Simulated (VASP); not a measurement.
Here is the system:

```xyz
2
Lattice="2.7893 0.0000 0.0000 0.0000 2.7893 0.0000 0.0000 0.0000 4.0207" Properties=species:S:1:pos:R:3 pbc="T T T"
Ti     0.0000     0.0000     0.0000
Al     1.3947     1.3947     2.0103
```

Method: PBE GGA with D3 dispersion (zero damping), VASP's PBE PAW potentials (set 64) (plane waves; VASP). Run with 520 eV cut-off, Gaussian smearing of 0.050 eV, potentials Ti_sv Al.

Q: Give the energies of bands 5 to 10 at the high-symmetry points, in eV from the Fermi level.

A: 
| band | Γ | X | M | Z | R | A |
|---|---|---|---|---|---|---|
| 5 | -9.21 | -4.65 | -3.29 | -7.69 | -5.02 | -2.63 |
| 6 | -1.95 | -4.59 | -0.46 | -5.35 | -3.01 | -2.35 |
| 7 | -0.90 | -1.78 | -0.46 | -0.72 | -1.22 | -2.35 |
| 8 | -0.33 | -0.27 | -0.46 | 0.65 | -1.12 | 1.97 |
| 9 | 2.24 | 1.80 | -0.25 | 1.87 | 1.42 | 2.21 |
| 10 | 2.24 | 2.62 | -0.25 | 1.87 | 1.85 | 2.71 |

It has no gap at this level: it comes out as a metal or semimetal.

The compound is TiAl in the L1_0 structure. It was relaxed first. The electron count is odd and the run is not spin-polarised, which forces a metal.
